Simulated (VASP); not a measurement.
```yaml
crystal:
  lattice:
    - [3.30198, 0.00000, 0.00000]
    - [0.00000, 3.30198, 0.00000]
    - [0.00000, 0.00000, 3.30198]
  atoms:
    - { symbol: W, position: [0.00000, 0.00000, 0.00000] }
    - { symbol: Te, position: [0.50000, 0.50000, 0.50000] }
```

These are PBEsol GGA, VASP's PBE PAW potentials (set 64) (plane waves; VASP 6.6.1) values and carry that method's errors. Numerical set-up: 400 eV cut-off, Gaussian smearing of 0.050 eV, potentials W_sv Te.

Q: Give the energies of bands 6 to 13 at the high-symmetry points, in eV from the Fermi level.

A: 
```csv
band,Γ,X,M,R
6,-3.55,-9.33,-6.30,-7.34
7,-3.55,-3.40,-6.30,-7.34
8,-1.30,-3.40,-3.99,-7.34
9,-1.30,-2.77,-0.97,1.48
10,-1.30,0.80,-0.97,1.48
11,0.66,2.09,1.00,1.48
12,0.66,4.50,1.30,2.54
13,0.66,5.54,2.40,2.54
```

It has no gap at this level: it comes out as a metal or semimetal.

The structure was generated: WTe was put into the CsCl type type (Pm-3m), which need not be its known phase. It was relaxed first, which changed the volume by -39 %.
